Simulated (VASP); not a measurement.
# YMg3 (Fm-3m) in VASP: further runs, part 2 of 2

VASP 6.6.1. Earlier steps stand in the parts before.

## (3) Relaxation of cell and atoms, LDA

This run uses another cell than the first one, of 24.31 Å³/atom, 1.061 times its volume.

File INCAR:

```
PREC = Accurate
ENCUT = 600
EDIFF = 1E-6
ISMEAR = -1
SIGMA = 0.05
LREAL = F
LASPH = T
NELM = 100
ALGO = Normal
ISIF = 8
LWAVE = F
LCHARG = F
IBRION = 2
NSW = 80
EDIFFG = -0.03
```

File KPOINTS:

```
Automatic mesh
0
Gamma
  4 4 4
```

File POSCAR:

```
YMg3
1.0
    5.1615720000      0.0000000000      0.0000000000
    2.5807860000      4.4700524755      0.0000000000
    2.5807860000      1.4900174918      4.2144058902
Y Mg
1 3
Direct
    0.0000000000      0.0000000000      0.0000000000
    0.2500000000      0.2500000000      0.2500000000
    0.5000000000      0.5000000000      0.5000000000
    0.7500000000      0.7500000000      0.7500000000
```

Potentials or basis: VASP PAW LDA potentials, release 64 (Y_sv, Mg).

The run is started by

```bash
> cat potpaw_LDA.64/Y_sv/POTCAR potpaw_LDA.64/Mg/POTCAR > POTCAR
> mpirun -np 1 vasp_std > vasp.out
```

OUTCAR:

```text
PREC = Accurate
   ENCUT = 600
   EDIFF = 1E-6
   ISMEAR = -1
   LREAL = F
   LASPH = T
   NELM = 100
   ISIF = 8
   IBRION = 2
   NSW = 80
   EDIFFG = -0.03

 ion  position               nearest neighbor table
   1  0.000  0.000  0.000-   4 3.16   2 3.16   2 3.16   4 3.16   4 3.16   2 3.16   2 3.16   4 3.16
                             3 3.65   3 3.65   3 3.65   3 3.65   3 3.65   3 3.65
   2  0.250  0.250  0.250-   1 3.16   3 3.16   1 3.16   3 3.16   1 3.16   3 3.16   3 3.16   1 3.16
                             4 3.65   4 3.65   4 3.65   4 3.65   4 3.65   4 3.65
   3  0.500  0.500  0.500-   2 3.16   4 3.16   2 3.16   4 3.16   2 3.16   4 3.16   4 3.16   2 3.16
                             1 3.65   1 3.65   1 3.65   1 3.65   1 3.65   1 3.65
   4  0.750  0.750  0.750-   3 3.16   1 3.16   1 3.16   3 3.16   3 3.16   1 3.16   1 3.16   3 3.16
                             2 3.65   2 3.65   2 3.65   2 3.65   2 3.65   2 3.65

  LATTYP: Found a face centered cubic cell.
 ALAT       =     7.2995651256

  Lattice vectors:

 A1 = (   5.1615720000,   0.0000000000,   0.0000000000)
 A2 = (   2.5807860000,   4.4700524755,   0.0000000000)
 A3 = (   2.5807860000,   1.4900174918,   4.2144058902)

Analysis of symmetry for initial positions (statically):
=====================================================================
 Subroutine PRICEL returns:
 Original cell was already a primitive cell.

 Routine SETGRP: Setting up the symmetry group for a
 face centered cubic supercell.

 Subroutine GETGRP returns: Found 48 space group operations
 (whereof 48 operations were pure point group operations)
 out of a pool of 48 trial point group operations.

The static configuration has the point symmetry O_h .

Analysis of symmetry for dynamics (positions and initial velocities):
=====================================================================
 Subroutine PRICEL returns:
 Original cell was already a primitive cell.

 Routine SETGRP: Setting up the symmetry group for a
 face centered cubic supercell.

[... 178 lines left out ...]

 number of electron      17.0000000 magnetization

 Free energy of the ion-electron system (eV)
  ---------------------------------------------------
  ext. energy  EPLUGINS =         0.00000000
  ---------------------------------------------------
  free energy    TOTEN  =       -12.95830530 eV

  energy without entropy =      -12.95089885  energy(sigma->0) =      -12.95460207

 E-fermi :   2.6767     XC(G=0):  -9.3713

 val. band max:        2.5080639928   @ k =   0.5000   0.2500  -0.0000
 cond. band min:       3.0911718946   @ k =   0.5000   0.5000  -0.0000
 fundamental gap:      0.5831079018
 Fermi energy:         2.6766587269

 k-point     1 :       0.0000    0.0000    0.0000
  band No.  band energies     occupation
      1     -39.5484      2.00000
      2     -19.7074      2.00000
      3     -19.7074      2.00000
      4     -19.7074      2.00000
      5      -3.4760      2.00000
      6       2.3416      1.99754
      7       2.3416      1.99754
      8       2.3416      1.99754
      9       3.8731      0.00000
     10       3.8731      0.00000
     11       5.1437      0.00000
     12       5.1437      0.00000
[... 91 lines left out ...]
 k-point     8 :      -0.2500    0.5000    0.2500
  band No.  band energies     occupation
      1     -39.5477      2.00000
      2     -19.7204      2.00000
      3     -19.7204      2.00000
      4     -19.7147      2.00000
      5      -0.2882      2.00000
      6       0.0623      2.00000
      7       0.0623      2.00000
      8       0.7695      2.00000
      9       3.8301      0.00000
     10       3.8301      0.00000
     11       4.2515      0.00000
     12       4.7272      0.00000

------------------------ aborting loop because EDIFF is reached ----------------------------------------

  FORCE on cell =-STRESS in cart. coord.  units (eV):
  Direction    XX          YY          ZZ          XY          YZ          ZX
  --------------------------------------------------------------------------------------
  -------------------------------------------------------------------------------------
  Total       -0.1150660     -0.1150660     -0.1150660      0.0000000      0.0000000     -0.0000000
  in kB       -2.0183662     -2.0183662     -2.0183662      0.0000000      0.0000000     -0.0000000
  external PRESSURE =      -2.0183662 kB  Pullay stress =       0.0000000 kB

 VOLUME and BASIS-vectors are now :
 -----------------------------------------------------------------------------
  energy-cutoff  :      600.00
  volume of cell :       91.34
      direct lattice vectors                 reciprocal lattice vectors
     5.055035099  0.000000000  0.000000000     0.197822563 -0.114212910 -0.080760723
     2.527517550  4.377788813  0.000000000     0.000000000  0.228425820 -0.080760723
     2.527517550  1.459262938  4.127418875     0.000000000  0.000000000  0.242282170

 POSITION                                       TOTAL-FORCE (eV/Angst)
 -----------------------------------------------------------------------------------
      2.52752      4.37779      0.00000         0.000000      0.000000     -0.000000
      2.52752      1.45926      1.03185        -0.000000     -0.000000     -0.000000
      5.05504      2.91853      2.06371         0.000000      0.000000     -0.000000
      7.58255      4.37779      3.09556        -0.000000      0.000000      0.000000
 -----------------------------------------------------------------------------------
    total drift:                                0.000000     -0.000000     -0.000000

  FREE ENERGIE OF THE ION-ELECTRON SYSTEM (eV)
  ---------------------------------------------------
  free  energy   TOTEN  =       -12.9583052966 eV

  energy  without entropy=      -12.9508988453  energy(sigma->0) =      -12.95460207

 reached required accuracy - stopping structural energy minimisation
```

CONTCAR:

```text
YMg3
   1.00000000000000
     5.0550350990658295    0.0000000000000000    0.0000000000000000
     2.5275175495329147    4.3777888128497677    0.0000000000000000
     2.5275175495329147    1.4592629375839439    4.1274188748448681
  Y               Mg
     1     3
Direct
     0.0000000000000000    1.0000000000000000    0.0000000000000000
     0.2500000000000000    0.2500000000000000    0.2500000000000000
     0.5000000000000000    0.5000000000000000    0.5000000000000000
     0.7500000000000000    0.7500000000000000    0.7500000000000000

  0.00000000E+00  0.00000000E+00  0.00000000E+00
  0.00000000E+00  0.00000000E+00  0.00000000E+00
  0.00000000E+00  0.00000000E+00  0.00000000E+00
  0.00000000E+00  0.00000000E+00  0.00000000E+00
```

Wall time 16 s (1 thread of Intel Xeon 6975P-C (Granite Rapids), shared host); peak memory 0.24 GiB.

What came out:

```
Free energy                            : -12.9583 eV
Relaxed volume                         : 22.83 Å³/atom
Relaxed cell                           : a = 5.055 Å, b = 5.055 Å, c = 5.055 Å, α = 60.00°, β = 60.00°, γ = 60.00°
Space group after relaxing (to 0.05 Å) : Fm-3m (No. 225)
Energy gained by relaxing              : 14.5 meV/atom
Ionic steps                            : 2
Pressure after relaxing                : -0.2 GPa
Band gap on the k mesh                 : none (metal or under the smearing width)
```

The path:
| step | energy change (eV) | largest force (eV/Å) | pressure (GPa) | volume (Å³) |
| --- | --- | --- | --- | --- |
| 1 | 0.0000 | 0.0000 | -2.82 | 97.24 |
| 2 | -0.0579 | 0.0000 | -0.20 | 91.34 |

Final structure:
```
Y Mg
1.0
     5.05504    0.00000    0.00000
     2.52752    4.37779    0.00000
     2.52752    1.45926    4.12742
Y Mg
1 3
Direct
  0.00000 0.00000 0.00000
  0.25000 0.25000 0.25000
  0.50000 0.50000 0.50000
  0.75000 0.75000 0.75000
```

Caveat: the k mesh is coarse (spacing up to 0.37 Å⁻¹), so the values aren't converged.

## (4) Single point, LDA

This run uses another cell than the first one: it holds 2 atoms, not 4.

File INCAR:

```
ALGO = Normal ; EDIFF = 1E-6
ENCUT = 520 ; GGA = CA
ISIF = 2 ; ISMEAR = -1
LASPH = True ; LCHARG = False
LREAL = False ; LWAVE = False
NBANDS = 9 ; NELM = 100
PREC = Accurate ; SIGMA = 0.05
```

File KPOINTS:

```
k-points
0
Gamma
  6 6 4
```

File POSCAR:

```
Mg
1.0
    3.1340454905      0.0000000000      0.0000000000
   -1.5670227452      2.7141630114      0.0000000000
    0.0000000000      0.0000000000      5.0881242698
Mg
2
Direct
    0.3333333333      0.6666666667      0.2500000000
    0.6666666667      0.3333333333      0.7500000000
```

Potentials or basis: VASP PAW LDA potentials, release 64 (Mg).

The run is started by

```bash
> cat potpaw_LDA.64/Mg/POTCAR > POTCAR
> mpirun -np 1 vasp_std > vasp.out
```

Run time: 2.6 s. Hardware: 1 thread of Intel Xeon 6975P-C (Granite Rapids), shared host; peak memory 0.13 GiB.

It converged, with:

| Property | Result |
| --- | --- |
| Free energy | -3.5584 eV |
| Pressure | -0.3 GPa |
| Band gap on the k mesh | none (metal or under the smearing width) |

Stress tensor (GPa, compression positive):
```
-0.39  0.00  0.00
 0.00 -0.39  0.00
 0.00  0.00 -0.20
```

Levels at points of the mesh, in eV from the Fermi level:
| k point | band 1 | band 2 | band 3 | band 4 | band 5 | band 6 | band 7 |
| --- | --- | --- | --- | --- | --- | --- | --- |
| (0.00, 0.00, 0.00) | -7.03 | -1.60 | -1.12 | 11.39 | 11.39 | 11.55 | 11.55 |
| (0.50, 0.00, 0.00) | -2.07 | -2.05 | 2.89 | 3.24 | 3.55 | 3.97 | 7.27 |
| (0.00, 0.00, 0.50) | -5.58 | -5.58 | 5.34 | 5.34 | 12.14 | 12.14 | 12.14 |
| (0.50, 0.00, 0.50) | -0.99 | -0.99 | -0.30 | -0.30 | 8.39 | 8.39 | 8.46 |

Caveat: the k mesh is coarse (spacing up to 0.39 Å⁻¹), so the values aren't converged.

## (5) Relaxation of cell and atoms, LDA

This run uses another cell than the first one: it holds 2 atoms, not 4.

File INCAR:

```
PREC     = Accurate       # precision mode
ENCUT    = 600            # plane-wave cutoff, eV
EDIFF    = 1E-6           # SCF threshold, eV
ISMEAR   = -1             # smearing method
SIGMA    = 0.05           # smearing width, eV
LREAL    = F              # projectors in reciprocal space
LASPH    = T              # aspherical terms in the spheres
NELM     = 100            # most SCF steps
ALGO     = Fast           # electronic algorithm
ISIF     = 8              # what is computed and relaxed
LWAVE    = F              # write WAVECAR
LCHARG   = F              # write CHGCAR
GGA      = CA             # functional
IBRION   = 2              # ionic algorithm
NSW      = 80             # ionic steps
EDIFFG   = -0.03          # ionic threshold
```

File KPOINTS:

```
Automatic mesh
0
Gamma
  6 6 4
```

File POSCAR:

```
Mg
1.0
    3.2093000000      0.0000000000      0.0000000000
   -1.6046500000      2.7793353284      0.0000000000
    0.0000000000      0.0000000000      5.2103000000
Mg
2
Direct
    0.3333330000      0.6666670000      0.2500000000
    0.6666670000      0.3333330000      0.7500000000
```

The run is started by

```bash
> cat potpaw_LDA.64/Mg/POTCAR > POTCAR
> mpirun -np 1 vasp_std > vasp.out
```

Run time: 5.6 s. Hardware: 1 thread of Intel Xeon 6975P-C (Granite Rapids), shared host; peak memory 0.16 GiB.

It converged, with:

```
Free energy                            : -3.5589 eV
Relaxed volume                         : 21.48 Å³/atom
Relaxed cell                           : a = 3.126 Å, b = 3.126 Å, c = 5.076 Å, α = 90.00°, β = 90.00°, γ = 120.00°
Space group after relaxing (to 0.05 Å) : P6_3/mmc (No. 194)
Energy gained by relaxing              : 16.5 meV/atom
Ionic steps                            : 3
Pressure after relaxing                : 0.0 GPa
Band gap on the k mesh                 : none (metal or under the smearing width)
```

Stress tensor (GPa, compression positive):
```
-0.11  0.00  0.00
 0.00 -0.11  0.00
 0.00  0.00  0.12
```

Step by step:
```csv
step,energy change (eV),largest force (eV/Å),pressure (GPa),volume (Å³)
1,0.0000,0.0000,-2.79,46.47
2,-0.0308,0.0000,-0.80,43.80
3,-0.0330,0.0000,-0.03,42.97
```

Final structure:
```
CELL_PARAMETERS angstrom
3.12647 0.00000 0.00000
-1.56323 2.70760 0.00000
0.00000 0.00000 5.07582
ATOMIC_POSITIONS crystal
Mg 0.33333 0.66667 0.25000
Mg 0.66667 0.33333 0.75000
```

Levels at points of the mesh, in eV from the Fermi level:
| k point | band 1 | band 2 | band 3 | band 4 | band 5 | band 6 |
| --- | --- | --- | --- | --- | --- | --- |
| (0.00, 0.00, 0.00) | -7.06 | -1.61 | -1.12 | 11.43 | 11.43 | 11.62 |
| (0.50, 0.00, 0.00) | -2.08 | -2.05 | 2.91 | 3.24 | 3.58 | 3.99 |
| (0.00, 0.00, 0.50) | -5.60 | -5.60 | 5.37 | 5.37 | 12.19 | 12.19 |
| (0.50, 0.00, 0.50) | -1.00 | -1.00 | -0.30 | -0.30 | 8.42 | 8.51 |

Caveat: the k mesh is coarse (spacing up to 0.38 Å⁻¹), so the values aren't converged.

## (6) Overview

```tsv
task	potentials or basis	cell	k mesh	cutoff (eV)	gap on the mesh (eV)	pressure (GPa)	relaxed volume (Å³/atom)
single point	VASP PAW LDA potentials, release 64 (Y_sv, Mg)	Fm-3m, 22.91 Å³/atom	4 × 4 × 4	520	none	-0.4	-
relaxation of cell and atoms	VASP PAW LDA potentials, release 64 (Y_sv, Mg)	relaxed	4 × 4 × 4	600	none	-0.2	22.83
single point	VASP PAW LDA potentials, release 64 (Mg)	P6_3/mmc, 21.64 Å³/atom	6 × 6 × 4	520	none	-0.3	-
relaxation of cell and atoms	VASP PAW LDA potentials, release 64 (Mg)	relaxed	6 × 6 × 4	600	none	0.0	21.48
```

Alike in all rows: level LDA; no spin polarisation; smearing fermi-dirac 0.05 eV; the mesh is coarse, so values aren't converged.

Caveats: all runs use coarse meshes.

Total energies depend on the potentials used, so only differences within one code and one set of settings carry meaning.
